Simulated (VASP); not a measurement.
Here is the system:

```
Se
1.0
    2.26193    -3.89828     0.00000
    2.26193     3.89828     0.00000
    0.00000     0.00000     5.01077
Se
3
Direct
  0.00000   0.21755   0.66667
  0.78245   0.78245   0.00000
  0.21755   0.00000   0.33333
```

These are r2SCAN meta-GGA, VASP's PBE PAW potentials (set 64) (plane waves; VASP) values and carry that method's errors. Numerical set-up: 480 eV cut-off, 6×6×4 Γ-centred mesh, Gaussian smearing of 0.050 eV, potentials Se.

Q: Give the force on each atom (eV/Å).

A: 
```json
[
 {"atom": "Se1", "Fx": "-0.060", "Fy": "-0.077", "Fz": "0.016"},
 {"atom": "Se2", "Fx": "0.120", "Fy": "0.000", "Fz": "0.000"},
 {"atom": "Se3", "Fx": "-0.060", "Fy": "0.077", "Fz": "-0.016"}
]
```

Q: Give the stress tensor in GPa (positive for a compressed cell).

A: 
```
-0.49   0.00   0.00
 0.00  -0.37   0.08
 0.00   0.08  -0.78
```
The pressure is its mean diagonal, -0.54 GPa.

The compound is Se in the trig structure. This cell was strained or had an atom moved on purpose.
